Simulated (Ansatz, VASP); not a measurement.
**CuAs in VASP and in Ansatz**

```
CELL_PARAMETERS angstrom
3.49289 0.00000 0.00000
-1.74644 3.02493 0.00000
0.00000 0.00000 5.38533
ATOMIC_POSITIONS crystal
Cu 0.00000 0.00000 0.50000
Cu 0.00000 0.00000 0.00000
As 0.66667 0.33333 0.75000
As 0.33333 0.66667 0.25000
```

Alike in both runs: task single point; functional LDA; k mesh 15 × 15 × 10; occupations gaussian, width 0.15 eV; no spin polarisation.

|  | VASP | Ansatz |
| --- | --- | --- |
| version | VASP 6.6.1 | Ansatz 0.2.0 |
| potentials or method | VASP PAW LDA potentials, release 64 (Cu, As) | scalar-relativistic, plane waves, PAW |
| plane-wave cutoff (eV) | 520 | 520 |
| valence electrons in the cell | 32 | 68 |

Ansatz gave:

```
gap on the k mesh at the Fermi level (eV)       : none
pressure (GPa)                                  : 9.2
largest component of the traceless stress (GPa) : 9.29
```

Task: Which values does VASP return?

Result: gap on the k mesh at the Fermi level (eV): none; pressure (GPa): 9.8; largest component of the traceless stress (GPa): 9.21.

A gap of «none» marks a metal or a gap that the smearing closes. The two sets of potentials don't hold the same shells in valence.
